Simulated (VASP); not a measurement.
Computed with rev-vdW-DF2, VASP's PBE PAW potentials (set 64) (plane waves; VASP).

A VASP calculation is set up with these files.

POSCAR:
```
Si
1
    0.0000000000     2.6721070963     2.6721070963
    2.6721070963     0.0000000000     2.6721070963
    2.6721070963     2.6721070963     0.0000000000
Si
2
Direct
  0.0000000000   0.0000000000   0.0000000000
  0.2500000000   0.2500000000   0.2500000000
```

### KPOINTS
```
Automatic mesh
0
Gamma
8 8 8
```

**INCAR**
```
SYSTEM = Si
PREC = Accurate
ENCUT = 520
EDIFF = 1E-7
NELM = 100
ALGO = Normal
LREAL = .FALSE.
LASPH = .TRUE.
ISMEAR = 0
SIGMA = 0.05
GGA = MK
PARAM1 = 0.1234568
PARAM2 = 0.7114
ZAB_VDW = -1.8867
LUSE_VDW = .TRUE.
AGGAC = 0.0
LWAVE = .FALSE.
LCHARG = .FALSE.
ISIF = 2
```

POTCAR, in this order: Si (PBE.64 set). Program: vasp_std.

Output

**OSZICAR**
```
       N       E                     dE             d eps       ncg     rms          rms(c)
DAV:   1     0.964597707880E+01    0.96460E+01   -0.34011E+03   464   0.780E+02
DAV:   2    -0.872228575367E+01   -0.18368E+02   -0.18177E+02   688   0.845E+01
DAV:   3    -0.896635797735E+01   -0.24407E+00   -0.24407E+00   600   0.122E+01
DAV:   4    -0.896754190262E+01   -0.11839E-02   -0.11839E-02   744   0.902E-01
DAV:   5    -0.896754306841E+01   -0.11658E-05   -0.11654E-05   616   0.245E-02    0.473E+00
DAV:   6    -0.883620594176E+01    0.13134E+00   -0.11104E-01   568   0.177E+00    0.295E+00
DAV:   7    -0.877713209507E+01    0.59074E-01   -0.22263E-01   560   0.254E+00    0.307E-01
DAV:   8    -0.877751108844E+01   -0.37899E-03   -0.59645E-03   584   0.553E-01    0.689E-02
DAV:   9    -0.877749026438E+01    0.20824E-04   -0.26803E-04   640   0.109E-01    0.555E-02
DAV:  10    -0.877750583484E+01   -0.15570E-04   -0.33731E-05   552   0.487E-02    0.369E-02
DAV:  11    -0.877750571506E+01    0.11978E-06   -0.67184E-07   688   0.786E-03    0.238E-03
DAV:  12    -0.877750569432E+01    0.20733E-07   -0.10966E-08   488   0.105E-03
   1 F= -.87775057E+01 E0= -.87775057E+01  d E =-.116771E-12
```

File OUTCAR:
```
------------------------ aborting loop because EDIFF is reached ----------------------------------------
  FORCE on cell =-STRESS in cart. coord.  units (eV):
  Direction    XX          YY          ZZ          XY          YZ          ZX
  --------------------------------------------------------------------------------------
  Total        1.5278285      1.5278285      1.5278285      0.0000000     -0.0000000      0.0000000
  in kB       64.1495494     64.1495494     64.1495494      0.0000000     -0.0000000      0.0000000
  external PRESSURE =      64.1495494 kB  Pullay stress =       0.0000000 kB
  volume of cell :       38.16
      direct lattice vectors                 reciprocal lattice vectors
     0.000000000  2.672107096  2.672107096    -0.187118249  0.187118249  0.187118249
     2.672107096  0.000000000  2.672107096     0.187118249 -0.187118249  0.187118249
     2.672107096  2.672107096  0.000000000     0.187118249  0.187118249 -0.187118249
 POSITION                                       TOTAL-FORCE (eV/Angst)
 -----------------------------------------------------------------------------------
      0.00000      0.00000      0.00000        -0.000000     -0.000000      0.000000
      1.33605      1.33605      1.33605         0.000000      0.000000     -0.000000
 -----------------------------------------------------------------------------------
    total drift:                                0.000000      0.000000     -0.000000
  FREE ENERGIE OF THE ION-ELECTRON SYSTEM (eV)
  ---------------------------------------------------
  free  energy   TOTEN  =        -8.7775056943 eV

  energy  without entropy=       -8.7775056943  energy(sigma->0) =       -8.77750569
```
(Selected blocks of OUTCAR.)

The compound is Si in the diamond structure. This cell is one point of a volume scan, at 0.94 of the reference volume.
